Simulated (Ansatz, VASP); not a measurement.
## Na2Pd: VASP beside Ansatz

Contents of INCAR:

```
SYSTEM = Na2Pd
PREC = Accurate
ENCUT = 520
EDIFF = 1E-6
ISMEAR = 0
SIGMA = 0.1
LREAL = .False.
LASPH = .True.
NELM = 80
ALGO = Fast
ISIF = 2
LWAVE = .False.
LCHARG = .True.
GGA = PE
LELF = .True.
LVHAR = .True.
NBANDS = 19
```

The input KPOINTS:

```
regular mesh
0
Gamma
  6 6 2
  0 0 0
```

The input POSCAR:

```
Na2Pd
1.0
    3.4573386200      0.0000000000      0.0000000000
   -1.7286693100      2.9941430700      0.0000000000
    0.0000000000      0.0000000000      8.4687154900
Na Pd
2 1
Direct
    0.3333333300      0.6666666700      0.6666666700
    0.6666666700      0.3333333300      0.3333333300
    0.0000000000      0.0000000000      0.0000000000
```

Input for Ansatz:

```yaml
crystal:
  lattice:
    - [3.45733862, 0.0, 0.0]
    - [-1.72866931, 2.99414307, 0.0]
    - [0.0, 0.0, 8.46871549]
  atoms:
    - { symbol: Na, position: [0.33333333, 0.66666667, 0.66666667] }
    - { symbol: Na, position: [0.66666667, 0.33333333, 0.33333333] }
    - { symbol: Pd, position: [0.0, 0.0, 0.0] }
basis:
  ecutwfc: 420
kpoints:
  mp_grid: { grid: [6, 6, 2] }
hamiltonian:
  xc: pbe
scf:
  occupations: { method: gaussian, width: 0.1 }
  lower_state_search: "off"
output:
  forces: true
  stress: true
  eigenvalues: true
```

Alike in both runs: task single point; functional PBE; k mesh 6 × 6 × 2; occupations gaussian, width 0.1 eV; no spin polarisation.

|  | VASP | Ansatz |
| --- | --- | --- |
| version | VASP 6.6.1 | Ansatz 0.2.0 |
| potentials or method | VASP PAW PBE potentials, release 64 (Na_pv, Pd) | scalar-relativistic, plane waves, PAW |
| plane-wave cutoff (eV) | 520 | 420 |
| valence electrons in the cell | 24 | 36 |

```csv
,VASP,Ansatz,Ansatz less VASP
gap on the k mesh at the Fermi level (eV),none,none,-
pressure (GPa),-4.3,-4.3,-0.01
largest component of the traceless stress (GPa),0.36,0.38,+0.016
rms of the force components (eV/Å),0.447,0.447,-0.0005
```

Atom by atom the forces differ by 0.000 eV/Å (rms over components). A gap of «none» marks a metal or a gap that the smearing closes. With one functional, cell and mesh, what is left measures potentials, basis and numerics. The two sets of potentials don't hold the same shells in valence.

Caveats: the k mesh is coarse (spacing up to 0.37 Å⁻¹), so the values aren't converged.
